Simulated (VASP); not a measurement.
Given:

```yaml
crystal:
  lattice:
    - [0.00000, 2.04782, 2.04782]
    - [2.04782, 0.00000, 2.04782]
    - [2.04782, 2.04782, 0.00000]
  atoms:
    - { symbol: Li, position: [0.00000, 0.00000, 0.00000] }
    - { symbol: F, position: [0.50000, 0.50000, 0.50000] }
```

Level of theory: PBE0 hybrid, VASP's PBE PAW potentials (set 64) (plane waves; VASP). Numerical set-up: 520 eV cut-off, 8×8×8 Γ-centred mesh, Gaussian smearing of 0.050 eV, potentials Li_sv F.

Predict the energy per atom (σ→0), pressure, band gap (on the k-mesh) with the smallest direct gap where there is one.

The band gap (on the k-mesh) comes out as 11.68 eV. The smallest direct gap (on the k-mesh) is 11.68 eV and the energy per atom (σ→0) is -5.949 eV/atom. The pressure is -43.6 kbar.

Total energies compare only between runs with the same potentials, cut-off and functional.

The compound is LiF in the rock salt structure. This cell is one point of a volume scan, at 1.03 of the reference volume. The cell's shape comes from a PBE relaxation.
